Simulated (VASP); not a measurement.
Consider the following.

```xyz
2
Lattice="1.7815 -3.0856 0.0000 1.7815 3.0856 0.0000 0.0000 0.0000 5.4723" Properties=species:S:1:pos:R:3 pbc="T T T"
Ho     1.7815     1.0285     1.3681
Ho     1.7815    -1.0285     4.1042
```

Level of theory: optB86b-vdW, VASP's PBE PAW potentials (set 64) (plane waves; VASP). Settings: 520 eV cut-off, Gaussian smearing of 0.050 eV, potentials Ho_3.

The 4f electrons are frozen in the core of the lanthanide potential, so 4f levels, which can set the real gap, and their magnetism are missing.

**Question.** What does the run give for the band gap (along the path) with the smallest direct gap where there is one?

**Answer.** 
```yaml
band gap (along the path): none (metal, semimetal or under 0.01 eV)
```

The absolute energy has meaning only against runs of the same code, potentials and settings.

The compound is Ho in the hcp structure. It was relaxed first.
